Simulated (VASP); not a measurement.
```
CELL_PARAMETERS angstrom
      1.33836    -2.31811     0.00000
      1.33836     2.31811     0.00000
      0.00000     0.00000     4.70337
ATOMIC_POSITIONS crystal
  Zn 0.33333 0.66667 0.25000
  Zn 0.66667 0.33333 0.75000
```

Calculation: PBE GGA with D3 dispersion (zero damping), VASP's PBE PAW potentials (set 64) (plane waves; VASP). Run with 520 eV cut-off, 16×16×8 Γ-centred mesh, first-order Methfessel-Paxton smearing of 0.10 eV, potentials Zn.

Task: The ions and cell shape at fixed volume are relaxed. What does this cell relax into?

Result: 
```
CELL_PARAMETERS angstrom
      1.31645    -2.28015     0.00000
      1.31645     2.28015     0.00000
      0.00000     0.00000     4.86125
ATOMIC_POSITIONS crystal
  Zn 0.33333 0.66667 0.25000
  Zn 0.66667 0.33333 0.75000
```
Space group P6_3/mmc (194), at a tolerance of 0.03 Å.

Task: How much energy does the relaxation gain?

Result: The energy (σ→0) changes by -7.7 meV/atom, in 6 ionic steps.

```tsv
step	E(σ→0) (eV)	max force (eV/Å)	pressure (GPa)	volume (Å³)
1	-2.9193	0.000	-2.17	29.18
2	-2.9264	0.000	-2.07	29.18
3	-2.9303	0.000	-1.07	29.18
4	-2.9344	0.000	-1.72	29.18
5	-2.9345	0.000	-1.47	29.18
6	-2.9348	0.000	-1.57	29.18
```

The compound is Zn in the hcp structure. This cell is one point of a volume scan, at 1.03 of the reference volume. Symmetry was kept, so distortions that lower it aren't found.
